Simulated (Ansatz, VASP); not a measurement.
# PtSe2: VASP beside Ansatz, part 2 of 2

Aim: how closely do two programs agree when they are given the same cell, functional and k mesh? The cell is taken from a series of VASP runs on this material, whose earlier steps may have relaxed, scaled or displaced it; both programs get it as it stands.

VASP 6.6.1 and Ansatz 0.2.0.

So far: The structure; VASP: zone-centre phonons, LDA.

### 3. Ansatz: zone-centre phonons, LDA

Level of this step: Ansatz beside VASP: Kohn-Sham DFT, plane waves, LDA (Ansatz).

Ansatz runs on its default PAW (the set named soft_2) files.

The same cell, functional (in two slightly different forms), mesh and smearing now go to Ansatz, which takes its cutoff from its data sets.

input.yaml

```yaml
crystal:
  lattice:
    - [3.7456164614, 0.0, 0.0]
    - [-1.8728082307, 3.2437990084, 0.0]
    - [0.0, 0.0, 4.7602821918]
  atoms:
    - { symbol: Pt, position: [0.0, 0.0, 0.0] }
    - { symbol: Se, position: [0.6666666667, 0.3333333333, 0.734959469] }
    - { symbol: Se, position: [0.3333333333, 0.6666666667, 0.265040531] }
hamiltonian:
  xc: lda
  pseudopotentials: { kind: paw }
kpoints:
  mp_grid: { grid: [12, 12, 8] }
scf:
  occupations: { method: methfessel_paxton, width: 0.15 }
phonons:
  method: dfpt
  qpoints: [[0, 0, 0]]
```

Command:

```
$ ansatz run input.yaml --threads 4 --pin off --max-ram 9216MiB --backend cpu --events-out ev --progress --plain --runs-dir out
```

Numbers of over 12 decimals in the logs are rounded to 6 here.

The log of the run:

```text
Engine: ansatz 0.2.0, aarch64-unknown-linux-gnu
Pseudopotentials: kind: paw
Pseudopotential: Pt, paw, valence charge 18, recommended cutoff 420 eV (normal), Pt.paw.azcp
Pseudopotential: Se, paw, valence charge 16, recommended cutoff 420 eV (normal), Se.paw.azcp
Functional definition: SPW92
  exchange = slater_x
  correlation = pw_c
Crystal: 3 atoms, lattice volume = 57.838 Å³
Basis set: ecut = 420 eV, 1119 PW (Γ), exchange–correlation on 54×54×64 points (8 copies of the dense FFT grid, shifted against one another)
Bands: 30, of which v1, the nominal top of the filled ones, is band 25 counted from 1 (24 counted from 0)
Symmetry: 12 space group operations
k-points: 320 of 1152 (irreducible under 2 space group operations, time reversal used)
Non-local potential: Pt, projectors of the file, l = 0: 3, l = 1: 2, l = 2: 2, l = 3: 1
Non-local potential: Se, projectors of the file, l = 0: 2, l = 1: 2, l = 2: 3, l = 3: 1
PAW form: soft (Blöchl's): semilocal exchange-correlation on the pseudo side does not see the compensation charge
PAW frozen core: Pt, regenerated for the run's functional, and the local potential with it (the file was generated under x = pbe(κ = 0.804, μ = 0.219515), c = pbe(β = 0.066725))
PAW frozen core: Se, regenerated for the run's functional, and the local potential with it (the file was generated under x = pbe(κ = 0.804, μ = 0.219515), c = pbe(β = 0.066725))
PAW one-centre angular grid: Pt, 590 points (default); XC on 64 Gauss nodes
PAW one-centre angular grid: Se, 590 points (default); XC on 64 Gauss nodes
Initial density: superposition of atomic densities (neutral atoms: chi_scale 0, normalization atom), corrected by the library's trained network
Initial wavefunctions: pseudopotential atomic-orbital guess
Functional: x = slater, c = lda
SCF iter   1: F=—  HF=-23012.777933 eV  |F-HF|=—  |Δ(HF+E_count)|=         —  Δρ=5.28e-3  dr2=9.05e-3  ethr=1.77e-3  ⟨swp⟩=5.1  Hψ=36176  notcnv=0
preconditioner: auto → LDOS  [metal: Δε(μ)=0.056 eV  Ē_g=10.203 eV  σ=0.150 eV  W_gap=0.31  n_scr=22 (ndim 8)  ℏωp=22.9 eV  f_vac=0.020  D(μ)=0.83/eV (n_scr^D=2)  β→1.0]
SCF iter   2: F=—  HF=-23012.777567 eV  |F-HF|=—  |Δ(HF+E_count)|=   3.66e-4  S|Δr|=    0.00e0  Δρ=1.58e-3  dr2=2.00e-3  ethr=1.81e-5  ⟨swp⟩=2.0  Hψ=18879  notcnv=0
SCF iter   3: F=—  HF=-23012.776814 eV  |F-HF|=—  |Δ(HF+E_count)|=   7.53e-4  S|Δr|=    0.00e0  Δρ=4.69e-4  dr2=2.34e-4  ethr=3.99e-6  ⟨swp⟩=2.0  Hψ=17112  notcnv=0
SCF iter   4: F=—  HF=-23012.776716 eV  |F-HF|=—  |Δ(HF+E_count)|=   9.80e-5  S|Δr|=    0.00e0  Δρ=8.91e-5  dr2=2.45e-6  ethr=4.68e-7  ⟨swp⟩=2.8  Hψ=16832  notcnv=0
SCF iter   5: F=—  HF=-23012.776718 eV  |F-HF|=—  |Δ(HF+E_count)|=   2.23e-6  S|Δr|=    0.00e0  Δρ=2.18e-5  dr2=2.85e-7  ethr=4.89e-9  ⟨swp⟩=2.1  Hψ=16208  notcnv=0
SCF iter   6: F=—  HF=-23012.776718 eV  |F-HF|=—  |Δ(HF+E_count)|=   6.19e-8  S|Δr|=    0.00e0  Δρ=3.81e-6  dr2=6.95e-9  ethr=5.71e-10  ⟨swp⟩=2.0  Hψ=16150  notcnv=0
SCF iter   7: F=—  HF=-23012.776718 eV  |F-HF|=—  |Δ(HF+E_count)|=  1.35e-10  S|Δr|=    0.00e0  Δρ=1.09e-6  dr2=5.74e-10  ethr=1.39e-11  ⟨swp⟩=3.0  Hψ=18087  notcnv=0
SCF iter   8: F=—  HF=-23012.776718 eV  |F-HF|=—  |Δ(HF+E_count)|=  1.46e-11  S|Δr|=    0.00e0  Δρ=2.19e-7  dr2=2.11e-11  ethr=1.15e-12  ⟨swp⟩=3.0  Hψ=16809  notcnv=0
SCF iter   9: F=-23012.776718 eV  HF=-23012.776718 eV  |F-HF|=3.64e-12  |Δ(HF+E_count)|=    0.00e0  S|Δr|=    0.00e0  Δρ=2.77e-8  dr2=2.80e-13  ethr=1.00e-12  ⟨swp⟩=6.4  Hψ=41313  notcnv=0
SCF 1 converged in 9 iterations: F = -23012.776718 eV  dr2 = 2.80e-13
  greatest PAW one-centre occupation: 1.000 electrons in one spin orbital (limit 2), on the Se atom at site 2 (counted from 0), in its partial waves of l = 2
DFPT response loops at Γ: preconditioner auto → Kerker (q_TF=auto, 2.663 Å⁻¹) (partly filled bands, converged f_vac=0.015); β = 1.00, the filter's whole step (`scf.mixing.beta` (0.50) is not read by the response loops under this deck's `scf.mixing.preconditioner`; to damp them name `kerker` or `kerker_dos`, under which they read `scf.mixing.beta`, and type it under 1.00, their step now; both keys bind the ground state too); Broyden in place of MSR1
SCF converged after 9 iterations
Stability not checked: this state was not tested for a lower state beside it, because cold or Methfessel-Paxton smearing, or corrected tetrahedra, fill the levels in a way that the test cannot read (fill_not_monotonic; see scf.lower_state_search)
Free energy (F): -23012.776718 eV
Harris-Foulkes:  -23012.776718 eV  (|F-HF|=3.64e-12)
Internal energy: -23012.776787 eV  (E = F + TS)
E sigma→0 (E₀):  -23012.776735 eV
Entropy (-TS):   0.000068 eV (0.023 meV/atom)
Fermi energy:    13.879368 eV
--- Per-component energies (eV) ---
  E_band       = -933.167236
  E_kinetic    = 877.757118
  E_local      = -6412.392213  (includes V_loc(G=0)·N_el)
  E_nonlocal   = -969.407316
  E_hartree    = 2971.937657
  E_xc         = -468.820820
  E_vxc        = -501.367097  (∫ρ·V_xc dr)
  E_paw        = -12833.420084  (= ΣΔE_a)
  E_vpaw       = 128.367983  (= ΣTr[D̂ρ^β])
  E_aug_tail   = -0.001041  (compensation charges beyond the density's cutoff)
  E_ewald      = -6183.328682
  E_core_change = 4.898594  (= ΣΔE_core)
  E_smearing   = 0.000068  (= −TS)
  E_closure    = 0.000000  (closes the sum)
  Σ components = -23012.776718   (vs F -23012.776718, Δ=0.00e0)
--- Band table (eV; the first three rows and the last of 320) ---
  k-point 0: bands = [... 21 lower, 11.3724, 12.8373, 12.8373, 14.7107, 14.9648, 14.9648, 17.0338, 17.9847, ... 1 higher]
  k-point 1: bands = [... 21 lower, 11.3614, 12.7024, 12.7024, 14.2225, 15.1655, 15.1655, 17.2107, 18.4532, ... 1 higher]
  k-point 2: bands = [... 21 lower, 11.3055, 12.4273, 12.4273, 13.2668, 15.6234, 15.6234, 17.7240, 19.3379, ... 1 higher]
  k-point 319: bands = [... 21 lower, 10.4957, 10.7606, 11.1153, 11.7138, 15.6018, 16.0065, 19.7600, 20.2142, ... 1 higher]
--- Phonons (Γ-DFPT): 4 representative perturbations + reference, on 320 of 1152 k-points (Σ response iterations 13) ---
  k mesh reduced under 2 symmetry operations, with k and −k counted as one. Each operation leaves every solved perturbation unchanged. A smaller set is not used because it would not reduce the number of displacements times k-points to solve
  ASR residual: 1.459e-4 → 0.000e0 eV/Å²; symmetrization residual: 9.092e-6 eV/Å²
  ASR residual per site (eV/Å²): 1.46e-4 9.52e-6 9.52e-6
  Γ frequencies (cm⁻¹): 0.00 0.00 0.00 164.28 164.28 206.37 215.94 215.94 219.04
  non-analytic LO–TO correction: not included (Born effective charges unavailable; polar crystals: no LO–TO splitting at Γ)
--- Phonons (arbitrary-q DFPT): 1 explicit q-point ---
  q = [0, 0, 0] (of the zone-centre solve; hermiticity 1.12e-6, symmetrization 2.23e-7): -0.00 0.00 0.00 164.28 164.28 206.37 215.94 215.94 219.04
  sum rule: each row above includes the acoustic sum rule's correction from the zone centre's row sums; it moved no ω² by more than (0.45 cm⁻¹)²
```

The job ended after 56 s (4 threads of Arm Neoverse V2, shared host; peak memory 1.8 GiB).

### 4. Comparison

Known differences besides the potentials themselves: the two LDA forms differ slightly; the data sets hold 50 valence electrons in Ansatz (default PAW (the set named soft_2) files) and 22 in VASP; the cutoff is 420 eV in Ansatz and 450 eV in VASP; VASP's log shows a relativistic correction to its local exchange, Ansatz's none. Total energies have different zeros and are not compared.

The two programs side by side:

```tsv
quantity	Ansatz	VASP	difference
optical mode 1 to 2 (cm⁻¹)	164.3	165.2	-0.55 %
optical mode 3 (cm⁻¹)	206.4	206.8	-0.20 %
optical mode 4 to 5 (cm⁻¹)	215.9	217.1	-0.54 %
optical mode 6 (cm⁻¹)	219.0	219.6	-0.23 %
```

Modes are paired by rising frequency and degeneracy, not by their patterns, so a pair may still set unlike modes beside each other.

### 5. Results

| Item | Value |
| --- | --- |
| r.m.s. difference of the optical zone-centre modes, each program's sorted by frequency (zone-centre phonons, LDA) | 0.90 cm⁻¹ |
| difference in optical mode 1 to 2 (zone-centre phonons, LDA) | -0.6 % |

**Reading.** The r.m.s. difference of the optical zone-centre modes, each program's sorted by frequency is 0.90 cm⁻¹ (zone-centre phonons, LDA). Among the rows given in per cent, the largest difference of the zone-centre phonons, LDA pair is in optical mode 1 to 2, -0.6 %. How closely two codes agree says nothing of how well the functional describes the real material.

[Lines on the potential files, build, host, timing and source positions are cut from VASP's logs without a mark.]

[Logs are printed without paths, hosts, clocks, repeated set-up lines and the standing remarks that a program may print on its own settings, such as how far it seeks lower states.]

[Hosts, paths, dates, database ids (printed as entryN), source tags and the programs' standing remarks are cut or masked in the printed files.]
